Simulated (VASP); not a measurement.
These are optB88-vdW, VASP's PBE PAW potentials (set 64) (plane waves; VASP) values and carry that method's errors.

A VASP calculation is set up with these files.

**KPOINTS**
```
Automatic mesh
0
Gamma
5 5 8
0 0 0
```

File POSCAR:
```
TiO2
1
    4.5765756140     0.0000000000     0.0000000000
    0.0000000000     4.5765756140     0.0000000000
    0.0000000000     0.0000000000     2.9375087836
Ti O
2 4
Direct
  0.0000000000   0.0000000000   0.0000000000
  0.5000000000   0.5000000000   0.5000000000
  0.3042077896   0.3042077896   0.0000000000
  0.8042077896   0.1957922104   0.5000000000
  0.1957922104   0.8042077896   0.5000000000
  0.6957922104   0.6957922104   0.0000000000
```

**INCAR**
```
# general
SYSTEM  =TiO2
PREC    =Accurate
ENCUT   =520   # plane-wave cut-off (eV)
LREAL   =.FALSE.   # projection in real space or not
LASPH   =.TRUE.   # aspherical one-centre terms

# electronic loop
EDIFF   =1E-7   # SCF stop (eV)
NELM    =100   # most electronic steps
ALGO    =Normal
LMAXMIX =4

# smearing
ISMEAR  =0   # Gaussian
SIGMA   =0.05   # width (eV)

# functional
GGA     =BO
LUSE_VDW=.TRUE.
AGGAC   =0.0
PARAM1  =0.1833333333
PARAM2  =0.22

# ions
IBRION  =2
NSW     =30
ISIF    =4
EDIFFG  =-0.01   # ionic stop

# output
LWAVE   =.FALSE.
LCHARG  =.FALSE.
```

POTCAR, in this order: Ti_sv O (PBE.64 set). Program: vasp_std.

Q: What does the run give for the energy per atom (σ→0), band gap (on the k-mesh)?

A: 
The energy per atom (σ→0) comes out as -7.001 eV/atom and the band gap (on the k-mesh) is 1.82 eV.

OSZICAR:
```
...
       N       E                     dE             d eps       ncg     rms          rms(c)
DAV:   1    -0.420050265502E+02   -0.74640E-04   -0.14324E-02  1708   0.982E-01    0.585E-02
DAV:   2    -0.420050101986E+02    0.16352E-04   -0.43166E-04  1892   0.177E-01    0.370E-02
DAV:   3    -0.420049863987E+02    0.23800E-04   -0.57986E-05  2032   0.692E-02    0.126E-02
DAV:   4    -0.420049845146E+02    0.18841E-05   -0.16783E-05  2144   0.353E-02    0.334E-03
DAV:   5    -0.420049844206E+02    0.94058E-07   -0.15028E-06  1916   0.114E-02    0.184E-03
DAV:   6    -0.420049844146E+02    0.59572E-08   -0.13389E-07  1112   0.322E-03
   3 F= -.42004984E+02 E0= -.42004984E+02  d E =-.300332E-02
```

The compound is TiO2 in the rutile structure. This cell is one point of a volume scan, at 0.97 of the reference volume. Symmetry was kept, so distortions that lower it aren't found.
